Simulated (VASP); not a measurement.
Input:

```xyz
2
Lattice="0.0000 2.7300 2.7300 2.7300 0.0000 2.7300 2.7300 2.7300 0.0000" Properties=species:S:1:pos:R:3 pbc="T T T"
Al     0.0000     0.0000     0.0000
P      1.3650     1.3650     1.3650
```

Level of theory: PBE GGA, VASP's PBE PAW potentials (set 64) (plane waves; VASP). Settings: 400 eV cut-off, 8×8×8 Γ-centred mesh, Gaussian smearing of 0.050 eV, potentials Al P.

Problem. What does the run give for the energy per atom (σ→0), pressure, band gap (on the k-mesh) with the smallest direct gap where there is one?

Solution. 
* **band gap (on the k-mesh)**: 1.58 eV
* **smallest direct gap (on the k-mesh)**: 3.31 eV
* **energy per atom (σ→0)**: -5.185 eV/atom
* **pressure**: 2.18 GPa

Only differences to runs with the same potentials and settings are physical.

The compound is AlP in the zinc blende structure. The cell was not relaxed at this level.
